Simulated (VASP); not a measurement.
Here is a VASP 6.6.1 calculation.

The input INCAR:

```
  PREC = Accurate
  ENCUT = 520
  EDIFF = 1E-7
  ISMEAR = -1
  SIGMA = 0.05
  LREAL = False
  LASPH = True
  NELM = 80
  ALGO = Normal
  ISIF = 2
  LWAVE = False
  LCHARG = False
  GGA = PE
  NBANDS = 43
```

File KPOINTS:

```
Automatic mesh
0
Gamma
  6 6 3
```

POSCAR

```
BaCuSeO
1.0
    4.3096570000      0.0000000000      0.0000000000
    0.0000000000      4.3096570000      0.0000000000
    0.0000000000      0.0000000000      9.7815630000
Ba Se Cu O
2 2 2 2
Direct
    0.4982950000      0.0004530000      0.3580470000
    0.0004250000      0.4993410000      0.6395950000
    0.0046400000      0.5000830000      0.1310220000
    0.5081200000     -0.0028110000      0.8750930000
   -0.0062570000     -0.0038600000     -0.0042790000
    0.4951580000      0.4968470000      0.0019710000
    0.0011170000      0.0151020000      0.4993940000
    0.4905850000      0.5075080000      0.4979440000
```

Potentials or basis: VASP PAW PBE potentials, release 64 (Ba_sv, Se, Cu, O).

Run with:

```sh
$ cat potpaw_PBE.64/Ba_sv/POTCAR potpaw_PBE.64/Se/POTCAR potpaw_PBE.64/Cu/POTCAR potpaw_PBE.64/O/POTCAR > POTCAR
$ mpirun -np 1 vasp_std > vasp.out
```

**Question.** Estimate the pressure.

**Answer.** 0.1 GPa.

**Question.** Estimate the band gap on the k mesh.

**Answer.** None (metal or under the smearing width).

**Question.** What does it give for the largest force?

**Answer.** 0.347 eV/Å.

Stress tensor (GPa, compression positive):
```
 0.07  0.00 -0.04
 0.00 -0.01  0.07
-0.04  0.07  0.14
```

Caveat: the run has no spin polarisation, though such a crystal can be magnetic; semilocal functionals often make such compounds metallic where correlation or magnetic order opens a gap, which also shifts bond lengths. Spin-orbit coupling is left out, which matters for the levels of Ba.
